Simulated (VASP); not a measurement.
Here is the system:

```
CELL_PARAMETERS angstrom
     -2.90286     2.90286     5.44721
      2.90286    -2.90286     5.44721
      2.90286     2.90286    -5.44721
ATOMIC_POSITIONS crystal
  Cd 0.00000 0.00000 0.00000
  Cd 0.75000 0.25000 0.50000
  Ge 0.50000 0.50000 0.00000
  Ge 0.25000 0.75000 0.50000
  As 0.87500 0.84957 0.47457
  As 0.15043 0.62500 0.02543
  As 0.37500 0.40043 0.52543
  As 0.59957 0.12500 0.97457
```

Computed with PBE GGA, VASP's PBE PAW potentials (set 64) (plane waves; VASP 6.6.1). Run with 500 eV cut-off, 6×6×6 Γ-centred mesh, Gaussian smearing of 0.050 eV, potentials Cd Ge_d As.

Energy and stress use the plane-wave basis of the starting cell.

Problem. The ions, cell shape and volume at an external pressure of 20.0 GPa are relaxed. Give the cell that the relaxation ends in.

Solution. 
```
CELL_PARAMETERS angstrom
     -2.85942     2.85942     5.13241
      2.85942    -2.85942     5.13241
      2.85942     2.85942    -5.13241
ATOMIC_POSITIONS crystal
  Cd 0.00000 0.00000 0.00000
  Cd 0.75000 0.25000 0.50000
  Ge 0.50000 0.50000 0.00000
  Ge 0.25000 0.75000 0.50000
  As 0.87500 0.84978 0.47478
  As 0.15022 0.62500 0.02522
  As 0.37500 0.40022 0.52522
  As 0.59978 0.12500 0.97478
```
Space group I-42d (122), at a tolerance of 0.03 Å.

Problem. How do energy and volume change from the first to the last step?

Solution. The energy (σ→0) changes by +180.5 meV/atom and the volume by -8.6 %, in 15 ionic steps.

The compound is CdGeAs2 in the chalcopyrite structure. This run relaxes it under an external pressure of 20 GPa. Symmetry was kept, so distortions that lower it aren't found.
